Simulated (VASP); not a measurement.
Input for VASP

**INCAR**
```
SYSTEM = CdSe
PREC = Accurate
ENCUT = 400
EDIFF = 1E-6
NELM = 100
ALGO = Normal
LREAL = .FALSE.
LASPH = .TRUE.
ISMEAR = 0
SIGMA = 0.05
GGA = PE
LMAXMIX = 4
LWAVE = .FALSE.
LCHARG = .FALSE.
ISIF = 2
NBANDS = 8
```

**POSCAR**
```
CdSe
1
    0.0000000000     3.0855000000     3.0855000000
    3.0855000000     0.0000000000     3.0855000000
    3.0855000000     3.0855000000     0.0000000000
Cd Se
1 1
Direct
  0.0000000000   0.0000000000   0.0000000000
  0.2500000000   0.2500000000   0.2500000000
```

**KPOINTS**
```
Automatic mesh
0
Gamma
6 6 6
0 0 0
```

POTCAR, in this order: Cd Se (PBE.64 set). Program: vasp_std.

Does this input run properly? What does VASP do?

There is a fault: NBANDS is too small to hold all electrons. VASP stops with an error: The number of bands is not sufficient to hold all electrons. I am sorry, but this calculation does not make sense. If you want to calculate only selected states, you need to set either EFERMI or EREF. EREF specifies around which energy states are supposed to be calculated. I found NBANDS = 8, NELECT = 18. ----> I REFUSE TO CONTINUE WITH THIS SICK JOB ... BYE!!! <----

**standard output**
```
 POSCAR found type information on POSCAR CdSe
 POSCAR found :  2 types and       2 ions
 Reading from existing POTCAR
 Reading from existing POTCAR
 LDA part: xc-table for (Slater+PW92), standard interpolation

 -----------------------------------------------------------------------------
|                                                                             |
|     EEEEEEE  RRRRRR   RRRRRR   OOOOOOO  RRRRRR      ###     ###     ###     |
|     E        R     R  R     R  O     O  R     R     ###     ###     ###     |
|     E        R     R  R     R  O     O  R     R     ###     ###     ###     |
|     EEEEE    RRRRRR   RRRRRR   O     O  RRRRRR       #       #       #      |
|     E        R   R    R   R    O     O  R   R                               |
|     E        R    R   R    R   O     O  R    R      ###     ###     ###     |
|     EEEEEEE  R     R  R     R  OOOOOOO  R     R     ###     ###     ###     |
|                                                                             |
|     The number of bands is not sufficient to hold all electrons. I am       |
|     sorry, but this calculation does not make sense. If you want to         |
|     calculate only selected states, you need to set either EFERMI or        |
|     EREF. EREF specifies around which energy states are supposed to be      |
|     calculated.                                                             |
|     I found NBANDS = 8, NELECT = 18.                                        |
|                                                                             |
|       ---->  I REFUSE TO CONTINUE WITH THIS SICK JOB ... BYE!!! <----       |
|                                                                             |
 -----------------------------------------------------------------------------
```

To mend it, remove NBANDS.

The mended run (PBE GGA, plane waves, VASP's PBE PAW potentials (set 64)) converges, and its OSZICAR ends with
```
   1 F= -.54903503E+01 E0= -.54903503E+01  d E =-.974348E-14
```

The compound is CdSe in the zinc blende structure, whereas wurtzite is the usual form. The cell was not relaxed at this level.
